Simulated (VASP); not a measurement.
```yaml
crystal:
  lattice:
    - [0.00000, 2.71847, 2.71847]
    - [2.71847, 0.00000, 2.71847]
    - [2.71847, 2.71847, 0.00000]
  atoms:
    - { symbol: Si, position: [0.00000, 0.00000, 0.00000] }
    - { symbol: Si, position: [0.25000, 0.25000, 0.25000] }
```

All values below come from AM05 GGA, VASP's PBE PAW potentials (set 64) (plane waves; VASP). Settings: 520 eV cut-off, 9×9×9 Γ-centred mesh, tetrahedra with Blöchl corrections, potentials Si.

Task: Predict the energy per atom (σ→0).

Result: 
The energy per atom (σ→0) comes out as -5.599 eV/atom.

Only differences to runs with the same potentials and settings are physical.

The compound is Si in the diamond structure. It was relaxed first.
